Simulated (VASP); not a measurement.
InP: band gap against strain

InP (zinc blende, F-43m, 26.410 Å³/atom and stress up to 0.07 GPa in the relaxed cell, cube axes along x, y and z) under an equal strain ε along all three axes. PBE in VASP (plane waves, PAW), 480 eV, 10×10×10 Γ-centred mesh, Gaussian smearing 0.05 eV; ions are relaxed, or left where forces stay under 0.02 eV/Å, within the symmetry of each cell. Gaps are the smallest on the run's k-mesh, which can miss an edge that lies off it, without spin-orbit coupling; in all rows the valence edge lies at Γ and the conduction edge at Γ. Runs with a gap under 0.1 eV are left out.

Here s stands for strain and Eg for gap.

```csv
strain (%),gap (eV)
-3.00,?
-1.50,0.697
-1.00,0.614
-0.50,0.531
0.00,0.449
0.50,0.367
1.00,0.286
1.50,0.206
```

The 7 complete rows are fitted with a straight line, Eg against s. Means: s 0, Eg 0.4500. About the means, the sum of products is -1.1465 and the sum of squares of s is 7.0000; the slope is their ratio. Least squares gives Eg = 0.4500 - 0.16379·s. Residuals (row less fit): 0.0013, 0.0002, -0.0009, -0.0010, -0.0011, -0.0002, 0.0017; standard error 0.0012 (degrees of freedom: 5). Over these rows the gap moves by -16.38 ± 0.05 eV per unit strain, or -5.5 eV per unit of ln V.

Q: Predict the withheld Eg at s = -3.00 from the fit, and compare with the calculation.

A: Eg = 0.4500 - 0.16379 × (-3.0) = 0.9414 eV. The calculation gives 0.947 eV, 0.0056 eV above the prediction (0.8 % of the range of Eg in the table). The row lies outside the fitted rows, so this is an extrapolation. From the scatter of the fitted rows alone, a prediction at this place has a standard error of 0.0019 eV, so the miss is 2.9 times that.

A polynomial of degree 2 through the 10 other runs of the series gives 0.948 there, so most of the miss is curvature that the fit leaves out. Other structures, which can take over under pressure, weren't tried. Spin-orbit coupling is left out, which can shift this property for InP. Rows are the converged runs of the series near zero and its far end; series whose fitted rows scatter by over a few per cent of the range, as at a crossing or softening among them, aren't shown in this form, nor equations of state whose B0' disagrees with the runs' pressures. Most that stay on the fit to the last digits aren't either.
